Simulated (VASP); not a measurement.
Calculation: PBE GGA, VASP's PBE PAW potentials (set 64) (plane waves; VASP 6.6.1).

A VASP calculation is set up with these files.

### KPOINTS
```
kpoints
0
G
1 1 1
```

POSCAR:
```
CrC31Si31
1
    8.7583314357     0.0000000000     0.0000000000
    0.0000000000     8.7583314357    -0.0000000000
   -0.0000000000    -0.0000000000     8.7583314357
Si C Cr
31 31 1
Direct
  0.5000000000   0.0000000000   0.0000000000
  0.7500000000   0.2500000000   0.0000000000
  0.7500000000   0.0000000000   0.2500000000
  0.0000000000   0.0000000000   0.0000000000
  0.2500000000   0.2500000000   0.0000000000
  0.5000000000   0.5000000000   0.0000000000
  0.7500000000   0.7500000000   0.0000000000
  0.2500000000   0.0000000000   0.2500000000
  0.5027150000   0.2556820000   0.2547780000
  0.7442890000   0.5054050000   0.2544620000
  0.5000000000   0.0000000000   0.5000000000
  0.7446270000   0.2551930000   0.4975770000
  0.7500000000   0.0000000000   0.7500000000
  0.0000000000   0.5000000000   0.0000000000
  0.2500000000   0.7500000000   0.0000000000
  0.0000000000   0.2500000000   0.2500000000
  0.2500000000   0.5000000000   0.2500000000
  0.5000000000   0.7500000000   0.2500000000
  0.0000000000   0.0000000000   0.5000000000
  0.2500000000   0.2500000000   0.5000000000
  0.7500000000   0.7500000000   0.5000000000
  0.2500000000   0.0000000000   0.7500000000
  0.5000000000   0.2500000000   0.7500000000
  0.7500000000   0.5000000000   0.7500000000
  0.0000000000   0.7500000000   0.2500000000
  0.0000000000   0.5000000000   0.5000000000
  0.2500000000   0.7500000000   0.5000000000
  0.0000000000   0.2500000000   0.7500000000
  0.2500000000   0.5000000000   0.7500000000
  0.5000000000   0.7500000000   0.7500000000
  0.0000000000   0.7500000000   0.7500000000
  0.6217900000   0.1234070000   0.1277500000
  0.8736690000   0.3729420000   0.1234680000
  0.8721020000   0.1269700000   0.3757080000
  0.1250000000   0.1250000000   0.1250000000
  0.3766310000   0.3763150000   0.1218770000
  0.6253980000   0.6279560000   0.1249960000
  0.8750000000   0.8750000000   0.1250000000
  0.3756520000   0.1300620000   0.3739590000
  0.8772880000   0.6203840000   0.3758420000
  0.6254990000   0.1293530000   0.6205750000
  0.8743340000   0.3722360000   0.6261110000
  0.8750000000   0.1250000000   0.8750000000
  0.1250000000   0.6250000000   0.1250000000
  0.3750000000   0.8750000000   0.1250000000
  0.1250000000   0.3750000000   0.3750000000
  0.3761920000   0.6255270000   0.3716720000
  0.6250000000   0.8750000000   0.3750000000
  0.1250000000   0.1250000000   0.6250000000
  0.3705330000   0.3744100000   0.6246440000
  0.6267330000   0.6210290000   0.6253240000
  0.8750000000   0.8750000000   0.6250000000
  0.3750000000   0.1250000000   0.8750000000
  0.6250000000   0.3750000000   0.8750000000
  0.8750000000   0.6250000000   0.8750000000
  0.1250000000   0.8750000000   0.3750000000
  0.1250000000   0.6250000000   0.6250000000
  0.3750000000   0.8750000000   0.6250000000
  0.1250000000   0.3750000000   0.8750000000
  0.3750000000   0.6250000000   0.8750000000
  0.6250000000   0.8750000000   0.8750000000
  0.1250000000   0.8750000000   0.8750000000
  0.4949330000   0.5036310000   0.4975840000
```

**INCAR**
```
! general
SYSTEM   =  CrC31Si31
PREC     =  Normal
ENCUT    =  400
LREAL    =  Auto
LASPH    =  .TRUE.
ISYM     =  0
NELECT   =  259.0

! electronic loop
EDIFF    =  1E-5
NELM     =  100
NELMIN   =  4
ALGO     =  Fast
LMAXMIX  =  4

! smearing
ISMEAR   =  0
SIGMA    =  0.05

! functional
GGA      =  PE

! spin
ISPIN    =  2
MAGMOM   =  63*0.0159
NUPDOWN  =  1

! ions
IBRION   =  2
NSW      =  70
ISIF     =  2
EDIFFG   =  -0.03

! output
LWAVE    =  .TRUE.
LCHARG   =  .FALSE.
LORBIT   =  10
```

POTCAR, in this order: Si C Cr_pv (PBE.64 set). Program: vasp_gam.

The resulting files:

### OSZICAR
```
...
DAV:   1    -0.477509146595E+03   -0.54883E-01   -0.11845E+01   688   0.120E+01    0.134E+00
RMM:   2    -0.477585531650E+03   -0.76385E-01   -0.76728E-01   653   0.226E+00    0.169E+00
RMM:   3    -0.477581791800E+03    0.37399E-02   -0.16786E-01   669   0.932E-01    0.693E-01
RMM:   4    -0.477579471480E+03    0.23203E-02   -0.23957E-02   674   0.378E-01    0.452E-01
RMM:   5    -0.477578197458E+03    0.12740E-02   -0.10266E-02   659   0.241E-01    0.191E-01
RMM:   6    -0.477579006070E+03   -0.80861E-03   -0.33491E-03   726   0.131E-01    0.813E-02
RMM:   7    -0.477579024321E+03   -0.18251E-04   -0.58013E-04   765   0.521E-02    0.470E-02
RMM:   8    -0.477579028684E+03   -0.43634E-05   -0.20246E-04   682   0.279E-02    0.215E-02
RMM:   9    -0.477579028487E+03    0.19723E-06   -0.34030E-05   446   0.135E-02
   5 F= -.47757903E+03 E0= -.47757903E+03  d E =-.124764E+00  mag=     1.0000
       N       E                     dE             d eps       ncg     rms          rms(c)
DAV:   1    -0.477579052723E+03   -0.24039E-04   -0.58005E-03   760   0.267E-01    0.320E-02
RMM:   2    -0.477579089759E+03   -0.37036E-04   -0.36391E-04   654   0.483E-02    0.355E-02
RMM:   3    -0.477579089934E+03   -0.17482E-06   -0.78436E-05   467   0.206E-02    0.170E-02
RMM:   4    -0.477579089281E+03    0.65315E-06   -0.16543E-05   405   0.100E-02
   6 F= -.47757909E+03 E0= -.47757909E+03  d E =-.124825E+00  mag=     1.0000
       N       E                     dE             d eps       ncg     rms          rms(c)
DAV:   1    -0.477612608583E+03   -0.33519E-01   -0.48915E+00   672   0.703E+00    0.732E-01
RMM:   2    -0.477628622263E+03   -0.16014E-01   -0.21327E-01   658   0.121E+00    0.483E-01
RMM:   3    -0.477632774163E+03   -0.41519E-02   -0.44616E-02   671   0.517E-01    0.538E-01
RMM:   4    -0.477630253022E+03    0.25211E-02   -0.96271E-03   691   0.256E-01    0.218E-01
RMM:   5    -0.477630082228E+03    0.17079E-03   -0.32635E-03   656   0.133E-01    0.123E-01
RMM:   6    -0.477630259587E+03   -0.17736E-03   -0.10627E-03   737   0.780E-02    0.450E-02
RMM:   7    -0.477630272337E+03   -0.12750E-04   -0.18515E-04   706   0.326E-02    0.245E-02
RMM:   8    -0.477630277806E+03   -0.54685E-05   -0.61811E-05   557   0.168E-02
   7 F= -.47763028E+03 E0= -.47763028E+03  d E =-.511885E-01  mag=     1.0000
       N       E                     dE             d eps       ncg     rms          rms(c)
DAV:   1    -0.477630294974E+03   -0.22637E-04   -0.23085E-03   728   0.153E-01    0.167E-02
RMM:   2    -0.477630301990E+03   -0.70153E-05   -0.10926E-04   659   0.273E-02    0.122E-02
RMM:   3    -0.477630303408E+03   -0.14186E-05   -0.22386E-05   404   0.119E-02    0.129E-02
RMM:   4    -0.477630302013E+03    0.13948E-05   -0.58079E-06   388   0.660E-03
   8 F= -.47763030E+03 E0= -.47763030E+03  d E =-.512127E-01  mag=     1.0000
       N       E                     dE             d eps       ncg     rms          rms(c)
DAV:   1    -0.477643475001E+03   -0.13172E-01   -0.25564E+00   648   0.472E+00    0.468E-01
RMM:   2    -0.477648632801E+03   -0.51578E-02   -0.64910E-02   650   0.710E-01    0.651E-01
RMM:   3    -0.477646165966E+03    0.24668E-02   -0.14416E-02   674   0.321E-01    0.204E-01
RMM:   4    -0.477645557812E+03    0.60815E-03   -0.34890E-03   662   0.134E-01    0.117E-01
RMM:   5    -0.477645504852E+03    0.52959E-04   -0.11033E-03   678   0.792E-02    0.503E-02
RMM:   6    -0.477645558640E+03   -0.53787E-04   -0.28590E-04   757   0.390E-02    0.260E-02
RMM:   7    -0.477645561461E+03   -0.28218E-05   -0.49013E-05   490   0.159E-02
   9 F= -.47764556E+03 E0= -.47764556E+03  d E =-.152594E-01  mag=     1.0000
       N       E                     dE             d eps       ncg     rms          rms(c)
DAV:   1    -0.477645669832E+03   -0.11119E-03   -0.22411E-02   752   0.442E-01    0.444E-02
RMM:   2    -0.477645716612E+03   -0.46779E-04   -0.58639E-04   650   0.678E-02    0.616E-02
RMM:   3    -0.477645694310E+03    0.22302E-04   -0.12440E-04   617   0.308E-02    0.192E-02
RMM:   4    -0.477645690236E+03    0.40734E-05   -0.41356E-05   462   0.139E-02
  10 F= -.47764569E+03 E0= -.47764569E+03  d E =-.153882E-01  mag=     1.0000
       N       E                     dE             d eps       ncg     rms          rms(c)
DAV:   1    -0.477647499401E+03   -0.18051E-02   -0.56614E-01   708   0.250E+00    0.236E-01
RMM:   2    -0.477649111274E+03   -0.16119E-02   -0.22278E-02   654   0.396E-01    0.167E-01
RMM:   3    -0.477649550763E+03   -0.43949E-03   -0.47840E-03   673   0.162E-01    0.162E-01
RMM:   4    -0.477649310305E+03    0.24046E-03   -0.95227E-04   671   0.803E-02    0.771E-02
RMM:   5    -0.477649272117E+03    0.38188E-04   -0.34413E-04   662   0.441E-02    0.368E-02
RMM:   6    -0.477649294065E+03   -0.21948E-04   -0.13114E-04   699   0.262E-02    0.156E-02
RMM:   7    -0.477649294853E+03   -0.78830E-06   -0.20065E-05   413   0.110E-02
  11 F= -.47764929E+03 E0= -.47764929E+03  d E =-.360462E-02  mag=     1.0000
       N       E                     dE             d eps       ncg     rms          rms(c)
DAV:   1    -0.477649301849E+03   -0.77838E-05   -0.17464E-03   768   0.140E-01    0.131E-02
RMM:   2    -0.477649305560E+03   -0.37111E-05   -0.63663E-05   481   0.205E-02    0.789E-03
RMM:   3    -0.477649306681E+03   -0.11214E-05   -0.12490E-05   392   0.854E-03    0.895E-03
RMM:   4    -0.477649306141E+03    0.54067E-06   -0.38649E-06   356   0.491E-03
  12 F= -.47764931E+03 E0= -.47764931E+03  d E =-.361590E-02  mag=     1.0000
       N       E                     dE             d eps       ncg     rms          rms(c)
DAV:   1    -0.477647454243E+03    0.18524E-02   -0.28393E-01   780   0.214E+00    0.222E-01
RMM:   2    -0.477649853618E+03   -0.23994E-02   -0.25820E-02   656   0.331E-01    0.117E-01
RMM:   3    -0.477650651514E+03   -0.79790E-03   -0.54745E-03   658   0.121E-01    0.129E-01
RMM:   4    -0.477650560998E+03    0.90515E-04   -0.47480E-04   673   0.532E-02    0.683E-02
RMM:   5    -0.477650558650E+03    0.23478E-05   -0.12513E-04   581   0.226E-02    0.518E-02
RMM:   6    -0.477650547473E+03    0.11177E-04   -0.57247E-05   496   0.160E-02    0.140E-02
RMM:   7    -0.477650548279E+03   -0.80622E-06   -0.13961E-05   398   0.851E-03
  13 F= -.47765055E+03 E0= -.47765055E+03  d E =-.124214E-02  mag=     1.0000
       N       E                     dE             d eps       ncg     rms          rms(c)
DAV:   1    -0.477650495487E+03    0.51986E-04   -0.61962E-03   816   0.316E-01    0.351E-02
RMM:   2    -0.477650549486E+03   -0.53999E-04   -0.57609E-04   636   0.500E-02    0.190E-02
RMM:   3    -0.477650568050E+03   -0.18564E-04   -0.12625E-04   434   0.189E-02    0.208E-02
RMM:   4    -0.477650565443E+03    0.26065E-05   -0.13126E-05   403   0.911E-03
  14 F= -.47765057E+03 E0= -.47765057E+03  d E =-.125930E-02  mag=     1.0000
       N       E                     dE             d eps       ncg     rms          rms(c)
DAV:   1    -0.477648190361E+03    0.23777E-02   -0.22016E-01   784   0.193E+00    0.204E-01
RMM:   2    -0.477650479491E+03   -0.22891E-02   -0.23777E-02   655   0.301E-01    0.115E-01
RMM:   3    -0.477651221312E+03   -0.74182E-03   -0.50055E-03   657   0.109E-01    0.123E-01
RMM:   4    -0.477651143987E+03    0.77325E-04   -0.42153E-04   649   0.477E-02    0.661E-02
RMM:   5    -0.477651141250E+03    0.27375E-05   -0.88529E-05   506   0.177E-02
  15 F= -.47765114E+03 E0= -.47765114E+03  d E =-.575806E-03  mag=     1.0000
       N       E                     dE             d eps       ncg     rms          rms(c)
DAV:   1    -0.477651079875E+03    0.64113E-04   -0.35902E-03   848   0.254E-01    0.278E-02
RMM:   2    -0.477651112929E+03   -0.33054E-04   -0.39022E-04   537   0.386E-02    0.181E-02
RMM:   3    -0.477651125956E+03   -0.13027E-04   -0.84770E-05   416   0.144E-02    0.181E-02
RMM:   4    -0.477651125030E+03    0.92538E-06   -0.91141E-06   381   0.689E-03
  16 F= -.47765113E+03 E0= -.47765113E+03  d E =-.559587E-03  mag=     1.0000
```

**OUTCAR**
```
------------------------ aborting loop because EDIFF is reached ----------------------------------------
  FORCE on cell =-STRESS in cart. coord.  units (eV):
  Direction    XX          YY          ZZ          XY          YZ          ZX
  --------------------------------------------------------------------------------------
  Total      -15.4076953    -15.4416373    -15.4462853     -1.5817735      1.5781900     -1.6168686
  in kB      -36.7438056    -36.8247495    -36.8358340     -3.7721656      3.7636198     -3.8558594
  external PRESSURE =     -36.8014630 kB  Pullay stress =       0.0000000 kB
  volume of cell :      671.84
      direct lattice vectors                 reciprocal lattice vectors
     8.758331436  0.000000000  0.000000000     0.114176999  0.000000000  0.000000000
     0.000000000  8.758331436  0.000000000     0.000000000  0.114176999  0.000000000
     0.000000000  0.000000000  8.758331436     0.000000000  0.000000000  0.114176999
  FREE ENERGIE OF THE ION-ELECTRON SYSTEM (eV)
  ---------------------------------------------------
  free  energy   TOTEN  =      -477.6511250303 eV

  energy  without entropy=     -477.6511250303  energy(sigma->0) =     -477.65112503

 total charge

# of ion       s       p       d       tot
------------------------------------------
    1        0.699   0.955   0.000   1.654
    2        0.697   0.960   0.000   1.657
    3        0.697   0.960   0.000   1.657
    4        0.696   0.962   0.000   1.658
    5        0.699   0.951   0.000   1.650
    6        0.697   0.962   0.000   1.659
    7        0.699   0.951   0.000   1.650
    8        0.699   0.951   0.000   1.650
    9        0.726   0.907   0.000   1.633
   10        0.726   0.908   0.000   1.634
   11        0.697   0.962   0.000   1.659
   12        0.726   0.907   0.000   1.633
   13        0.699   0.951   0.000   1.650
   14        0.699   0.955   0.000   1.654
   15        0.696   0.959   0.000   1.655
   16        0.697   0.960   0.000   1.657
   17        0.698   0.959   0.000   1.656
   18        0.698   0.958   0.000   1.656
   19        0.699   0.955   0.000   1.654
   20        0.698   0.959   0.000   1.656
   21        0.698   0.958   0.000   1.656
   22        0.696   0.959   0.000   1.655
   23        0.698   0.959   0.000   1.656
   24        0.698   0.958   0.000   1.656
   25        0.699   0.951   0.000   1.650
   26        0.697   0.962   0.000   1.659
   27        0.696   0.957   0.000   1.653
   28        0.699   0.951   0.000   1.650
   29        0.696   0.957   0.000   1.653
   30        0.696   0.957   0.000   1.653
   31        0.696   0.959   0.000   1.655
   32        0.835   1.706   0.000   2.541
   33        0.835   1.706   0.000   2.541
   34        0.835   1.706   0.000   2.541
   35        0.830   1.718   0.000   2.549
   36        0.838   1.694   0.000   2.532
   37        0.838   1.694   0.000   2.532
   38        0.830   1.719   0.000   2.549
   39        0.838   1.694   0.000   2.532
   40        0.838   1.694   0.000   2.532
   41        0.838   1.694   0.000   2.532
   42        0.838   1.694   0.000   2.532
   43        0.830   1.718   0.000   2.549
   44        0.833   1.711   0.000   2.544
   45        0.833   1.711   0.000   2.544
   46        0.832   1.713   0.000   2.545
   47        0.853   1.668   0.000   2.521
   48        0.832   1.713   0.000   2.545
   49        0.833   1.711   0.000   2.544
   50        0.853   1.669   0.000   2.521
   51        0.853   1.668   0.000   2.521
   52        0.833   1.711   0.000   2.544
   53        0.833   1.711   0.000   2.544
   54        0.832   1.713   0.000   2.546
   55        0.833   1.711   0.000   2.544
   56        0.843   1.685   0.000   2.527
   57        0.832   1.719   0.000   2.551
   58        0.832   1.719   0.000   2.551
   59        0.843   1.685   0.000   2.528
   60        0.832   1.720   0.000   2.552
   61        0.843   1.685   0.000   2.527
   62        0.833   1.711   0.000   2.544
   63        0.387   6.271   4.226  10.884
--------------------------------------------------
tot         48.032  88.561   4.226 140.818

 magnetization (x)

# of ion       s       p       d       tot
------------------------------------------
    1        0.000  -0.002   0.000  -0.001
    2       -0.000  -0.001   0.000  -0.001
    3       -0.000  -0.001   0.000  -0.001
    4       -0.000  -0.001   0.000  -0.001
    5        0.000  -0.001   0.000  -0.000
    6        0.000  -0.002   0.000  -0.002
    7        0.000  -0.001   0.000  -0.000
    8        0.000  -0.001   0.000  -0.000
    9       -0.001  -0.003   0.000  -0.003
   10       -0.001  -0.003   0.000  -0.003
   11        0.000  -0.002   0.000  -0.002
   12       -0.001  -0.003   0.000  -0.003
   13        0.000  -0.001   0.000  -0.000
   14        0.000  -0.002   0.000  -0.001
   15        0.000  -0.001   0.000  -0.001
   16       -0.000  -0.001   0.000  -0.001
   17        0.003   0.002   0.000   0.005
   18        0.003   0.002   0.000   0.005
...
```
(Selected blocks of OUTCAR.)

File CONTCAR:
```
CrC31Si31
   1.00000000000000
     8.7583314357000006    0.0000000000000000    0.0000000000000000
     0.0000000000000000    8.7583314357000006    0.0000000000000000
     0.0000000000000000    0.0000000000000000    8.7583314357000006
  Si              C               Cr
    31    31     1
Direct
     0.4984558862150461    0.0003985269888607    0.0000335635778356
     0.7498292855240675    0.2502015675871140    0.9992809013746335
     0.7498498731579665    0.9996291912683120    0.2497754282016115
     0.9998643841710748    0.0002228980772051    0.9998155412104456
     0.2489110427547286    0.2488127399747631    0.9993873353139641
     0.4993924594317506    0.5006465730953370    0.9985614264886594
     0.7513069011159499    0.7511656568774133    0.9993409673463878
     0.2489037780789798    0.9998163815641770    0.2483568911375655
     0.4932407938651444    0.2436162641279811    0.2432974767811021
     0.7565789904106178    0.5070375247135817    0.2431122187702285
     0.4994502629293575    0.9990232258702355    0.5002539452274800
     0.7565109080054016    0.2435805328434691    0.5065193851263816
     0.7512881184289124    0.9997699582196375    0.7507924007236026
     0.9996574508632579    0.5016070766597232    0.9999611104050806
     0.2496961085330485    0.7503497184436307    0.0000628228711247
     0.0003896827143181    0.2501915544089259    0.2498146945162903
     0.2490992342625204    0.5004615845377475    0.2499804613276543
     0.4995119693224415    0.7510178921230026    0.2499877542666503
     0.9996466977363235    0.0003446348376455    0.5012040132410273
     0.2490139794227852    0.2503358162527584    0.5001782249998081
     0.7496167435035120    0.7509301154405861    0.5001069660236312
     0.2497073461077661    0.0004196461535344    0.7500150051093812
     0.4995242667455110    0.2503884443602050    0.7506269114443411
     0.7496776985197559    0.5004735532707614    0.7505910124588331
     0.0003174265357381    0.7511728554578176    0.2482831279059913
     0.0010924983318615    0.5006017649483041    0.5002929990856358
     0.2504302075514314    0.7496406350069674    0.5023992326253017
     0.0003090573451942    0.2487474086709565    0.7508042660495351
     0.2504213905300330    0.5028161454420429    0.7492465455653023
     0.4972996062244707    0.7495157337161612    0.7492611510333019
     0.9995521450804371    0.7503636329064909    0.7500059051683378
     0.6256362299586421    0.1260247895574317    0.1256899833223233
     0.8740070730809032    0.3744198553929600    0.1256259707243694
     0.8740340262353473    0.1259959096537221    0.3740344916188084
     0.1242309801872481    0.1251931206131241    0.1247912308702644
     0.3754189569527063    0.3765976546236989    0.1252110013429374
     0.6234670621461786    0.6247621206895381    0.1251879497208678
     0.8749048235395255    0.8758355688675333    0.1247420558311747
     0.3753268277322021    0.1256024069443945    0.3762415338152169
     0.8745268709809848    0.6246854004876109    0.3761852633538937
     0.6234305272850900    0.1256016275991554    0.6243429242840234
     0.8745490621864590    0.3765734256290098    0.6243715127823466
     0.8748807026955845    0.1251697092340087    0.8754537355484178
     0.1241408992412752    0.6255085276898927    0.1246980091326685
     0.3744641568038140    0.8759415963851994    0.1246784041427635
     0.1247001858061876    0.3751053395601137    0.3747098994052752
     0.3717047746072748    0.6283121517831299    0.3723019576697735
     0.6249385832927868    0.8753125819836733    0.3747118699234416
     0.1241025194608971    0.1249866435905640    0.6251721886900883
     0.3716435560331069    0.3727225713366228    0.6279397269355369
     0.6273126628765803    0.6281677738160658    0.6278376190344492
     0.8749194774226978    0.8759032125096436    0.6251115166083704
     0.3745114532582124    0.1250940461558457    0.8755427737089209
     0.6249148252406561    0.3750962287671111    0.8749144634767444
     0.8749267172761591    0.6255566365509387    0.8755470262786461
     0.1241590621362520    0.8759374996906329    0.3759163886545747
     0.1239396031887486    0.6257238249197314    0.6252611028239000
     0.3744222513895660    0.8760818347265094    0.6252948972025593
     0.1241672434127014    0.3763374711615732    0.8755157619000992
     0.3743615960012418    0.6256659435271038    0.8757138679511086
     0.6237079878949934    0.8758843781077303    0.8755057029774865
     0.1244788116061767    0.8755528430809436    0.8751576267700516
     0.5029092966504047    0.4968500515194366    0.4965688581217798
```

File OUTCAR:
```
 val. band max:        8.5839400473   @ k =   0.0000   0.0000   0.0000

 cond. band min:       8.8465496775   @ k =   0.0000   0.0000   0.0000


 Fermi energy:         8.4871068518

 spin component 1

 k-point     1 :       0.0000    0.0000    0.0000
  band No.  band energies     occupation
      1     -34.9768      1.00000
      2     -34.9760      1.00000
      3     -34.6342      1.00000
      4      -7.3644      1.00000
      5      -5.9100      1.00000
      6      -5.9096      1.00000
      7      -5.8309      1.00000
      8      -5.8305      1.00000
      9      -5.7635      1.00000
     10      -5.5176      1.00000
     11      -4.5445      1.00000
     12      -4.5438      1.00000
     13      -4.4961      1.00000
     14      -4.4958      1.00000
     15      -4.4954      1.00000
     16      -4.4806      1.00000
     17      -4.4050      1.00000
     18      -4.4040      1.00000
     19      -4.3733      1.00000
     20      -4.3728      1.00000
     21      -4.1779      1.00000
     22      -4.0060      1.00000
     23      -3.9349      1.00000
     24      -3.9339      1.00000
     25      -3.7729      1.00000
     26      -2.9856      1.00000
     27      -2.5222      1.00000
     28      -2.5218      1.00000
     29      -2.3433      1.00000
     30      -2.3198      1.00000
     31      -2.2665      1.00000
     32      -2.2648      1.00000
     33      -2.1856      1.00000
     34      -2.1848      1.00000
     35      -0.6528      1.00000
     36      -0.5023      1.00000
     37      -0.4685      1.00000
     38      -0.4681      1.00000
     39       0.1348      1.00000
     40       0.1350      1.00000
     41       0.2741      1.00000
     42       0.7971      1.00000
     43       0.8423      1.00000
     44       0.8441      1.00000
     45       0.8446      1.00000
     46       0.9003      1.00000
     47       0.9004      1.00000
     48       1.6243      1.00000
     49       1.8626      1.00000
...
```

At this cut-off the stress carries a Pulay error, which pulls relaxed volumes low. The cell is charged, with a uniform compensating background. The supercell is sampled at Γ alone, which is coarse: total energies, pressure and levels can be off, energies of defects by several tenths of an eV.

The cell is a supercell with a defect, built from SiC (zinc blende): Cr_Si-vac_C, charge +1.
